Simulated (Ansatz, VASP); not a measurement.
# MgAl6ZnSi23O57: VASP beside Ansatz, part 2 of 2

One calculation is typed for both programs; each brings its own data sets. How far apart do they land? The structure shown is frame 110 of Ansatz's trajectory.

VASP 6.6.1 and Ansatz 0.2.0.

So far: The starting structure; Ansatz: dynamics, PBE.

## Step 3: VASP: single point, PBE

Level of this step: PBE; plane waves and PAW (Si, Al, Zn, Mg, O) (VASP).

The same cell, functional, mesh and smearing now go to VASP, with its own data sets.

Lines of VASP's logs that name or quote its potential files are left out, and so is its time.

Input file INCAR:

```
SYSTEM = MgAl6ZnSi23O57
PREC = Accurate
ENCUT = 520
EDIFF = 1E-06
NELM = 120
ISMEAR = 0
SIGMA = 0.025
LREAL = Auto
ALGO = Normal
GGA = PE
NBANDS = 296
LORBIT = 11
LWAVE = .FALSE.
LCHARG = .FALSE.
ISIF = 2
LASPH = .TRUE.
GGA_COMPAT = .FALSE.
EFERMI = MIDGAP
NCORE = 2
```

Input file POSCAR:

```
MgAl6ZnSi23O57
1.0
   10.5221200000      0.0000000000      0.0000000000
    0.0000000000     10.5221200000      0.0000000000
    0.0000000000      0.0000000000     10.5221200000
Si Al Zn Mg O
23 6 1 1 57
Direct
    0.0271618267      0.3226250984      0.9546270143
    0.7553800945      0.4590804895      0.9005029405
    0.0329401299      0.2682539260      0.6668047884
    0.7286649458      0.7607972538      0.8703854356
    0.7883962547      0.3617046755      0.3068202986
    0.1900187415      0.5117029648      0.1119736327
    0.3624744823      0.6897089180      0.9574116243
    0.9544939613      0.8535732343      0.7281707489
    0.2716847936      0.3382018072      0.3340866669
    0.1650237785      0.5100968246      0.5572641255
    0.8571846738      0.0782541921      0.3724914751
    0.9395635100      0.6900605581      0.5020281084
    0.6770498721      0.5612842279      0.5041379494
    0.5527023071      0.8451718855      0.6290272303
    0.2371955461      0.0769996921      0.5923521116
    0.2077623141      0.8966634100      0.8266585061
    0.5698851562      0.4104020863      0.1265904590
    0.5110757148      0.6771544137      0.2734524982
    0.9497895861      0.6095729758      0.2369104325
    0.1614503541      0.0726279495      0.0437364333
    0.4468396103      0.1576488388      0.0147593831
    0.1513003083      0.0615180211      0.3325565570
    0.8177439527      0.0863039007      0.6581563411
    0.5402998635      0.1256971029      0.7292256694
    0.4853204487      0.1989332948      0.4761492931
    0.7310503967      0.3236324999      0.6168433738
    0.5387222347      0.8854679475      0.0852679878
    0.6294358931      0.9523651127      0.3693172098
    0.4335438106      0.6005633846      0.6955727553
    0.7849938986      0.8159667443      0.1645010701
    0.2919088549      0.7728290497      0.4881240663
    0.9416448396      0.7261654495      0.3478766636
    0.3817386610      0.7247588889      0.3473254439
    0.4496527316      0.3057938894      0.0965299768
    0.0997137459      0.5819074483      0.2091213558
    0.8817424625      0.2386496257      0.6264136885
    0.1356475691      0.9589417342      0.9492953891
    0.8904669401      0.4650773798      0.2721789905
    0.0712213888      0.4154581016      0.6428647459
    0.0848118060      0.6345109161      0.5087662942
    0.6447655035      0.7631446895      0.7351085143
    0.8675342992      0.8150923958      0.8510832418
    0.3685474030      0.1617734829      0.5918864259
    0.5646675765      0.5359376247      0.6072920666
    0.6022360513      0.8204335248      0.2526867209
    0.1697091461      0.0072894056      0.1932785408
    0.4215690374      0.7574044014      0.6181073776
    0.4250094088      0.3242882613      0.3896363090
    0.9368264190      0.0110624095      0.7206627562
    0.1802298396      0.2155459166      0.3352936480
    0.7905821260      0.0474334070      0.5122066656
    0.0672868205      0.2646519903      0.8161093012
    0.8836812353      0.3689655697      0.9572595637
    0.5226893440      0.0722668055      0.3838294944
    0.6343018327      0.6099911425      0.3549664896
    0.5850627060      0.2490087549      0.6062751613
    0.7193607372      0.0974613481      0.7715460383
    0.6375046093      0.8467495144      0.5005930364
    0.7738554588      0.9959684930      0.2720554413
    0.6649420459      0.8250048469      0.0038566373
    0.0425009409      0.1774072145      0.0423963992
    0.1054730416      0.1601958541      0.5828198120
    0.7446408138      0.6102762561      0.8918544932
    0.9289382748      0.8162043390      0.5823731339
    0.1161552995      0.4362048713      0.9991541628
    0.2092449050      0.9814752160      0.4631861260
    0.7265836162      0.3997008207      0.4704945391
    0.5140123853      0.5518469662      0.1701273127
    0.2817493053      0.5455934736      0.6470654203
    0.4726709066      0.1830239533      0.8609196626
    0.8268105667      0.6018368922      0.5496230798
    0.2624186001      0.6177462336      0.0269527434
    0.5215108742      0.0461789069      0.0842130673
    0.2745929528      0.4261213520      0.2047211018
    0.8494866054      0.2303718262      0.3499199781
    0.2492843647      0.9861225685      0.7119762938
    0.9965596287      0.0195112772      0.3615431111
    0.5043850479      0.9775026325      0.6822674518
    0.3311595002      0.8127734715      0.8597221853
    0.1976122683      0.4340094962      0.4338669394
    0.7408868175      0.4243916625      0.7459998555
    0.2941992678      0.1409506829      0.0157002581
    0.8867319514      0.6768693001      0.1087233371
    0.6446514581      0.4221867837      0.9943338415
    0.4351499508      0.5909170395      0.8619365679
    0.4337719015      0.7602935530      0.0784632755
    0.0971097079      0.8099508464      0.7733422542
    0.6661300194      0.3472779250      0.2204973903
```

Input file KPOINTS:

```
Automatic mesh
0
Gamma
1 1 1
0 0 0
```

The projector-augmented-wave data sets are Si, Al, Zn, Mg and O (PBE family, release 64).

Command:

```bash
$ mpirun -np 8 vasp_gam
```

Numbers of over 12 decimals in the logs are rounded to 6 here.

Log:

```text
[banner, memory and clock lines left out]
running    8 mpi-ranks, on    1 nodes
[...]
LDA part: xc-table for (Slater+PW92), standard interpolation
 POSCAR, INCAR and KPOINTS ok, starting setup
[...]
entering main loop
       N       E                     dE             d eps       ncg     rms          rms(c)
DAV:   1     0.463399833965E+04    0.46340E+04   -0.27001E+05   592   0.157E+03
DAV:   2    -0.274441270066E+03   -0.49084E+04   -0.47191E+04   728   0.393E+02
DAV:   3    -0.743776614665E+03   -0.46934E+03   -0.46512E+03   680   0.135E+02
DAV:   4    -0.757285526076E+03   -0.13509E+02   -0.13438E+02   712   0.255E+01
[...]
DAV:  17    -0.660828363338E+03   -0.69507E-05   -0.10946E-04   848   0.307E-02    0.155E-02
DAV:  18    -0.660828362537E+03    0.80099E-06   -0.36672E-05   840   0.185E-02    0.106E-02
DAV:  19    -0.660828362946E+03   -0.40897E-06   -0.57719E-06   704   0.117E-02
   1 F= -.66082836E+03 E0= -.66082836E+03  d E =0.000000E+00
```

From OUTCAR (step 3):

```text
  Total       21.3512364     11.3652037     -2.1468385     12.1657291      1.1517727     -6.0755610
  in kB       29.3645845     15.6306866     -2.9525700     16.7316577      1.5840453     -8.3557843
  external PRESSURE =      14.0142337 kB  Pullay stress =       0.0000000 kB

 POSITION                                       TOTAL-FORCE (eV/Angst)
 -----------------------------------------------------------------------------------
      0.28580      3.39470     10.04470         0.186327     -3.332787      0.560854
      7.94820      4.83050      9.47520         1.207549     -1.275202     -2.564343
      0.34660      2.82260      7.01620         1.220144      1.341744      0.552262
      7.66710      8.00520      9.15830        -2.438021     -1.490563      0.105964
      8.29560      3.80590      3.22840        -1.529271      0.230722      2.951803
      1.99940      5.38420      1.17820         0.747544      0.083910     -1.127743
      3.81400      7.25720     10.07400         4.546771      2.095983     -2.578274
     10.04330      8.98140      7.66190         0.483917      1.757236      1.868634
      2.85870      3.55860      3.51530         3.288222      2.646443      1.307399
      1.73640      5.36730      5.86360        -0.035608     -1.620163      2.056408
      9.01940      0.82340      3.91940         0.682333     -0.436685     -0.674932
      9.88620      7.26090      5.28240         0.596740     -0.019998     -2.078354
[...]
8.60440      0.90810      6.92520         1.341658     -0.347101      1.783277
[...]
-----------------------------------------------------------------------------------
    total drift:                                0.006461      0.008132     -0.000098

  FREE ENERGIE OF THE ION-ELECTRON SYSTEM (eV)
  ---------------------------------------------------
  free  energy   TOTEN  =      -660.8283629459 eV

  energy  without entropy=     -660.8283629459  energy(sigma->0) =     -660.82836295

[... 3 further parts left out ...]
[key lines of the parts left out:]
E-fermi :   3.4843
```

The run ends at a pressure of 1.40 GPa, with forces up to 6.1 eV/Å.

## Step 4: Side by side

Known differences besides the potentials themselves: the data sets hold 474 valence electrons in Ansatz (on its default PAW (the set named soft_2) files) and 466 in VASP; the cutoff is 420 eV in Ansatz and 520 eV in VASP (PREC = Accurate, projectors in real space). Total energies have different zeros and are not compared.

Forces on 10 of the 88 atoms, those with the largest forces and the largest differences (eV/Å; atoms numbered as in POSCAR):

| atom | Ansatz x, y, z | VASP x, y, z |
| --- | --- | --- |
| Si1 | 0.159, -3.295, 0.548 | 0.186, -3.333, 0.561 |
| Si7 | 4.583, 2.101, -2.607 | 4.547, 2.096, -2.578 |
| Si9 | 3.292, 2.607, 1.324 | 3.288, 2.646, 1.307 |
| Si17 | -4.230, 0.395, -2.179 | -4.265, 0.394, -2.197 |
| Si21 | -0.143, 4.319, -1.198 | -0.161, 4.392, -1.191 |
| Zn30 | 0.368, -0.167, 0.024 | 0.354, -0.092, 0.055 |
| O48 | -3.021, 0.236, -1.579 | -3.004, 0.235, -1.573 |
| O57 | -1.569, 0.545, -1.293 | -1.658, 0.561, -1.221 |
| O72 | -4.548, -2.852, 2.788 | -4.544, -2.864, 2.792 |
| O83 | -0.073, -0.241, 2.085 | -0.049, -0.286, 2.001 |

The forces differ by 25 meV/Å r.m.s., which is 2.0 % of the r.m.s. force of 1.284 eV/Å (both taken over all components).

## Step 5: Summary of results

```
r.m.s. force difference (single point, PBE) : 2.0 % of the r.m.s. force
```

**Reading.** The r.m.s. force difference is 2.0 % of the r.m.s. force (single point, PBE), within the 3 % picked in this series as the mark of a large difference. The data sets hold unlike numbers of valence electrons (474 in Ansatz and 466 in VASP), so part of the differences comes from the potentials. 2 further runs of this series are not shown here. Such differences can come from data sets, numerical settings and the points named under the comparisons, not from the functional's error against experiment.

[Lines on the potential files, build, host, timing and source positions are cut from VASP's logs without a mark.]

[Logs are printed without paths, hosts, clocks, repeated set-up lines and the standing remarks that a program may print on its own settings, such as how far it seeks lower states.]

[Hosts, paths, dates, database ids (printed as entryN), source tags and the programs' standing remarks are cut or masked in the printed files.]
